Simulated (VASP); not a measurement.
A convergence study with VASP on Se (trig): a few settings are varied, all else stays as given below, so the limit is that of these other settings.

```yaml
crystal:
  lattice:
    - [2.18500, -3.78453, 0.00000]
    - [2.18500, 3.78453, 0.00000]
    - [0.00000, 0.00000, 4.95000]
  atoms:
    - { symbol: Se, position: [0.00000, 0.22500, 0.66667] }
    - { symbol: Se, position: [0.77500, 0.77500, 0.00000] }
    - { symbol: Se, position: [0.22500, 0.00000, 0.33333] }
```

Computed with PBE GGA, VASP's PBE PAW potentials (set 64) (plane waves; VASP). The last row used: 550 eV cut-off, 13×13×9 Γ-centred mesh, second-order Methfessel-Paxton smearing of 0.40 eV, potentials Se.

```
setting                                  E (eV/atom)  pressure (GPa)  largest force (eV/Å)  irreducible k-points
---------------------------------------  -----------  --------------  --------------------  --------------------
ISMEAR = -1, SIGMA = 0.01, 3×3×2 mesh        -3.4537            3.32                 0.626                     6
ISMEAR = -1, SIGMA = 0.1, 3×3×2 mesh         -3.4536            3.32                 0.626                     6
ISMEAR = 0, SIGMA = 0.01, 3×3×2 mesh         -3.4537            3.32                 0.626                     6
ISMEAR = 0, SIGMA = 0.2, 3×3×2 mesh          -3.4537            3.32                 0.626                     6
ISMEAR = 1, SIGMA = 0.05, 3×3×2 mesh         -3.4536            3.32                 0.626                     6
ISMEAR = 1, SIGMA = 0.2, 3×3×2 mesh          -3.4532            3.32                 0.626                     6
ISMEAR = 2, SIGMA = 0.05, 3×3×2 mesh         -3.4536            3.32                 0.626                     6
ISMEAR = 2, SIGMA = 0.2, 3×3×2 mesh          -3.4531            3.32                 0.625                     6
ISMEAR = -1, SIGMA = 0.01, 7×7×5 mesh        -3.4896            2.99                 0.454                    32
ISMEAR = -1, SIGMA = 0.2, 7×7×5 mesh         -3.4870            3.01                 0.461                    32
ISMEAR = 0, SIGMA = 0.01, 7×7×5 mesh         -3.4896            2.99                 0.454                    32
ISMEAR = 0, SIGMA = 0.4, 7×7×5 mesh          -3.4893            2.99                 0.455                    32
ISMEAR = 1, SIGMA = 0.05, 7×7×5 mesh         -3.4895            2.99                 0.454                    32
ISMEAR = 1, SIGMA = 0.4, 7×7×5 mesh          -3.4892            2.96                 0.454                    32
ISMEAR = 2, SIGMA = 0.05, 7×7×5 mesh         -3.4896            2.99                 0.454                    32
ISMEAR = 2, SIGMA = 0.4, 7×7×5 mesh          -3.4890            2.99                 0.455                    32
ISMEAR = -1, SIGMA = 0.05, 13×13×9 mesh      -3.4894            2.99                 0.454                   161
ISMEAR = -1, SIGMA = 0.2, 13×13×9 mesh       -3.4868            3.01                 0.462                   161
ISMEAR = 0, SIGMA = 0.1, 13×13×9 mesh        -3.4894            2.99                 0.454                   161
ISMEAR = 0, SIGMA = 0.4, 13×13×9 mesh        -3.4892            2.99                 0.455                   161
ISMEAR = 1, SIGMA = 0.1, 13×13×9 mesh        -3.4894            2.99                 0.455                   161
ISMEAR = 1, SIGMA = 0.4, 13×13×9 mesh        -3.4892            2.96                 0.456                   161
ISMEAR = 2, SIGMA = 0.1, 13×13×9 mesh        -3.4894            2.99                 0.455                   161
ISMEAR = 2, SIGMA = 0.4, 13×13×9 mesh        -3.4891            2.99                 0.456                   161
```

Left out are rungs that failed or repeat a setting and relaxations that didn't move; long series are thinned to 24 rows.

The compound is Se in the trig structure. The cell was not relaxed at this level, forces remain on its atoms.
